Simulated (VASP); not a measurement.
Be3ZnTe4: relaxation of cell and atoms with PBE

The system is Be3ZnTe4.

```
CELL_PARAMETERS angstrom
5.62629 0.00000 0.00000
0.00000 5.62629 0.00000
0.00000 0.00000 5.62629
ATOMIC_POSITIONS crystal
Be 0.50000 0.00000 0.00000
Be 0.00000 0.50000 0.00000
Be 0.00000 0.00000 0.50000
Zn 0.50000 0.50000 0.50000
Te 0.00000 0.00000 0.00000
Te 0.00000 0.50000 0.50000
Te 0.50000 0.00000 0.50000
Te 0.50000 0.50000 0.00000
```

The cell was built by a generator and needn't be a form met in nature.

```json
{
 "Program": "VASP 6.6.1",
 "Task": "relaxation of cell and atoms",
 "Functional": "PBE",
 "Potentials or basis": "VASP PAW PBE potentials, release 64 (Be, Zn, Te)",
 "Cutoff": "520 eV",
 "k mesh": "3 × 3 × 3",
 "Occupations": "gaussian, width 0.15 eV",
 "Spin": "no spin polarisation",
 "Further INCAR settings": "PREC = Normal; ALGO = Fast; EDIFF = 0.0001; IBRION = 2; EDIFFG = -0.08; NSW = 24; ISIF = 3"
}
```

```yaml
Relaxed_volume: 20.25 Å³/atom
Relaxed_cell: a = 5.451 Å, b = 5.451 Å, c = 5.451 Å, α = 90.00°, β = 90.00°, γ = 90.00°
Space_group_after_relaxing_to_0.05_Å: Pm-3m (No. 221)
Energy_gained_by_relaxing: 26.4 meV/atom
Ionic_steps: 2
Pressure_after_relaxing: 0.6 GPa
Band_gap_on_the_k_mesh: none (metal or under the smearing width)
```

Step by step:
| step | energy change (eV) | largest force (eV/Å) | pressure (GPa) | volume (Å³) |
| --- | --- | --- | --- | --- |
| 1 | 0.0000 | 0.0000 | -4.65 | 178.10 |
| 2 | -0.2113 | 0.0000 | 0.58 | 161.98 |

Final structure:
```
Be Zn Te
1.0
     5.45110    0.00000    0.00000
     0.00000    5.45110    0.00000
     0.00000    0.00000    5.45110
Be Zn Te
3 1 4
Direct
  0.50000 0.00000 0.00000
  0.00000 0.50000 0.00000
  0.00000 0.00000 0.50000
  0.50000 0.50000 0.50000
  0.00000 0.00000 0.00000
  0.00000 0.50000 0.50000
  0.50000 0.00000 0.50000
  0.50000 0.50000 0.00000
```

Levels at points of the mesh, in eV from the Fermi level:
```
           k point  band 19  band 20  band 21  band 22  band 23  band 24
(0.00, 0.00, 0.00)    -1.82    -1.11    -1.11    -0.46    -0.46    -0.46
```

Run time: 8.6 s on 4 MPI ranks on AMD EPYC 9R14 (Zen 4), with other jobs on the host, peak memory 0.11 GiB a rank.

Caveat: the k mesh is coarse (spacing up to 0.37 Å⁻¹), so the values aren't converged; the relaxation stopped at a loose force limit of 0.08 eV/Å, so its end isn't a converged minimum. Spin-orbit coupling is left out, which matters for the levels of Te.
